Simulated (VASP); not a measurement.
Computed with LDA (Ceperley-Alder, Perdew-Zunger), VASP's LDA PAW potentials (set 64) (plane waves; VASP).

VASP ran on this input.

**INCAR**
```
LREAL = F   # projection in real space or not
EDIFF = 1E-7   # SCF stop (eV)
NELM = 100
LMAXMIX = 6   # l cut-off of mixed one-centre charges
PREC = Accurate
LASPH = T
LCHARG = F
EDIFFG = -0.01
SYSTEM = Os
ALGO = Normal
LWAVE = F
IBRION = 2
ENCUT = 520   # plane-wave cut-off (eV)
ISMEAR = 1   # Methfessel-Paxton
ISIF = 4
SIGMA = 0.1
NSW = 30   # most ionic steps
```

File POSCAR:
```
Os
1.0
  1.3460405602  -2.3314102946   0.0000000000
  1.3460405602   2.3314102946   0.0000000000
  0.0000000000   0.0000000000   4.2437424918
Os
2
Direct
  0.3333330000   0.6666670000   0.2500000000
  0.6666670000   0.3333330000   0.7500000000
```

**KPOINTS**
```
Automatic mesh
0
Gamma
15 15 9
0 0 0
```

POTCAR, in this order: Os (LDA.64 set). Program: vasp_std.

The run wrote:

File OSZICAR:
```
       N       E                     dE             d eps       ncg     rms          rms(c)
DAV:   1     0.102765631182E+03    0.10277E+03   -0.77807E+03  3240   0.129E+03
DAV:   2    -0.198456078166E+02   -0.12261E+03   -0.11051E+03  3516   0.396E+02
DAV:   3    -0.266584495837E+02   -0.68128E+01   -0.62829E+01  3868   0.781E+01
DAV:   4    -0.268156047047E+02   -0.15716E+00   -0.15612E+00  3440   0.114E+01
DAV:   5    -0.268173285695E+02   -0.17239E-02   -0.17231E-02  3756   0.102E+00    0.364E+01
DAV:   6    -0.256315807817E+02    0.11857E+01   -0.12283E+00  3460   0.105E+01    0.168E+01
DAV:   7    -0.252840527857E+02    0.34753E+00   -0.82274E-01  3636   0.839E+00    0.898E-01
DAV:   8    -0.252747815118E+02    0.92713E-02   -0.87149E-03  3308   0.800E-01    0.229E-01
DAV:   9    -0.252738037883E+02    0.97772E-03   -0.11488E-03  3544   0.395E-01    0.555E-02
DAV:  10    -0.252738143278E+02   -0.10539E-04   -0.17129E-05  3728   0.336E-02    0.113E-02
DAV:  11    -0.252738064619E+02    0.78659E-05   -0.27435E-06  3392   0.212E-02    0.123E-03
DAV:  12    -0.252738064309E+02    0.31025E-07   -0.47206E-08  1996   0.228E-03
   1 F= -.25273806E+02 E0= -.25274138E+02  d E =-.252738E+02
       N       E                     dE             d eps       ncg     rms          rms(c)
DAV:   1    -0.252780607013E+02   -0.42542E-02   -0.49963E-01  3288   0.623E+00    0.376E-01
DAV:   2    -0.252732851513E+02    0.47756E-02   -0.57324E-03  3892   0.101E+00    0.200E-01
DAV:   3    -0.252718184521E+02    0.14667E-02   -0.26386E-03  3464   0.439E-01    0.474E-02
DAV:   4    -0.252718233705E+02   -0.49184E-05   -0.16226E-04  3384   0.167E-01    0.191E-02
DAV:   5    -0.252718204651E+02    0.29054E-05   -0.24368E-06  3820   0.153E-02    0.645E-03
DAV:   6    -0.252718202499E+02    0.21516E-06   -0.13665E-07  2136   0.554E-03    0.162E-03
DAV:   7    -0.252718202516E+02   -0.16277E-08   -0.25078E-08  1676   0.214E-03
   2 F= -.25271820E+02 E0= -.25271939E+02  d E =0.198618E-02
       N       E                     dE             d eps       ncg     rms          rms(c)
DAV:   1    -0.252772412590E+02   -0.54210E-02   -0.22662E-01  3300   0.421E+00    0.251E-01
DAV:   2    -0.252751135645E+02    0.21277E-02   -0.25665E-03  3860   0.678E-01    0.134E-01
DAV:   3    -0.252744507418E+02    0.66282E-03   -0.12058E-03  3492   0.297E-01    0.309E-02
DAV:   4    -0.252744531105E+02   -0.23686E-05   -0.73737E-05  3344   0.113E-01    0.133E-02
DAV:   5    -0.252744518092E+02    0.13013E-05   -0.11549E-06  3820   0.105E-02    0.435E-03
DAV:   6    -0.252744517232E+02    0.85958E-07   -0.66427E-08  1780   0.386E-03
   3 F= -.25274452E+02 E0= -.25274736E+02  d E =-.645292E-03
```

OUTCAR:
```
------------------------ aborting loop because EDIFF is reached ----------------------------------------
  FORCE on cell =-STRESS in cart. coord.  units (eV):
  Direction    XX          YY          ZZ          XY          YZ          ZX
  --------------------------------------------------------------------------------------
  Total        2.4589805      2.4589798      2.4580991     -0.0000000     -0.0000000      0.0000000
  in kB      147.9141753    147.9141299    147.8611538     -0.0000000     -0.0000000      0.0000000
  external PRESSURE =     147.8964863 kB  Pullay stress =       0.0000000 kB
  volume of cell :       26.64
      direct lattice vectors                 reciprocal lattice vectors
     1.344283321 -2.328366654  0.000000000     0.371945402 -0.214742811  0.000000000
     1.344283321  2.328366654  0.000000000     0.371945402  0.214742811  0.000000000
     0.000000000  0.000000000  4.254844559     0.000000000  0.000000000  0.235026212
 POSITION                                       TOTAL-FORCE (eV/Angst)
 -----------------------------------------------------------------------------------
      1.34428      0.77612      1.06371        -0.000000      0.000000      0.000000
      1.34428     -0.77612      3.19113         0.000000     -0.000000      0.000000
 -----------------------------------------------------------------------------------
    total drift:                                0.000000      0.000019     -0.000020
  FREE ENERGIE OF THE ION-ELECTRON SYSTEM (eV)
  ---------------------------------------------------
  free  energy   TOTEN  =       -25.2744517232 eV

  energy  without entropy=      -25.2753040711  energy(sigma->0) =      -25.27473584

 reached required accuracy - stopping structural energy minimisation
```
(Selected blocks of OUTCAR.)

**CONTCAR**
```
Os
   1.00000000000000
     1.3442833205906211   -2.3283666542170081    0.0000000000000000
     1.3442833205906211    2.3283666542170081    0.0000000000000000
     0.0000000000000000    0.0000000000000000    4.2548445589751518
  Os
     2
Direct
     0.3333330000000032    0.6666669999999968    0.2500000000000000
     0.6666669999999968    0.3333330000000032    0.7500000000000000
```

OUTCAR:
```
 val. band max:       10.1548139342   @ k =   0.1333  -0.0000   0.3333

 cond. band min:      10.1956249545   @ k =   0.2667   0.0667   0.0000


 Fermi energy:        10.1582489530

 k-point     1 :       0.0000    0.0000    0.0000
  band No.  band energies     occupation
      1      -1.1461      2.00000
      2       1.9216      2.00000
      3       6.8640      2.00000
      4       6.8640      2.00000
      5       7.1160      2.00000
      6       7.7692      2.00000
      7       7.7692      2.00000
      8       8.4944      2.00000
      9       8.4944      2.00000
     10      10.3104     -0.05337
     11      11.9721     -0.00000
     12      11.9722     -0.00000

 k-point     2 :       0.0667    0.0000    0.0000
  band No.  band energies     occupation
      1      -0.9547      2.00000
      2       2.0919      2.00000
      3       6.4667      2.00000
      4       7.0341      2.00000
      5       7.4587      2.00000
      6       7.6563      2.00000
      7       7.9289      2.00000
      8       8.2495      2.00000
      9       8.3549      2.00000
     10       9.4636      2.00000
     11      12.0715     -0.00000
     12      13.1073      0.00000

 k-point     3 :       0.1333   -0.0000    0.0000
  band No.  band energies     occupation
      1      -0.4058      2.00000
      2       2.5493      2.00000
      3       5.9246      2.00000
      4       7.3190      2.00000
      5       7.3217      2.00000
      6       7.5355      2.00000
      7       7.9947      2.00000
      8       8.0031      2.00000
      9       8.3974      2.00000
     10       8.7501      2.00000
     11      12.3074      0.00000
     12      14.8987      0.00000

 k-point     4 :       0.2000    0.0000    0.0000
  band No.  band energies     occupation
      1       0.4176      2.00000
      2       3.0747      2.00000
      3       5.5197      2.00000
      4       6.1155      2.00000
      5       6.9985      2.00000
      6       7.5627      2.00000
...
```

Unless said otherwise, spin-orbit coupling is left out, though it shifts the bands of the heavy elements here.

The compound is Os in the hcp structure. This cell is one point of a volume scan, at 0.97 of the reference volume. Symmetry was kept, so distortions that lower it aren't found.
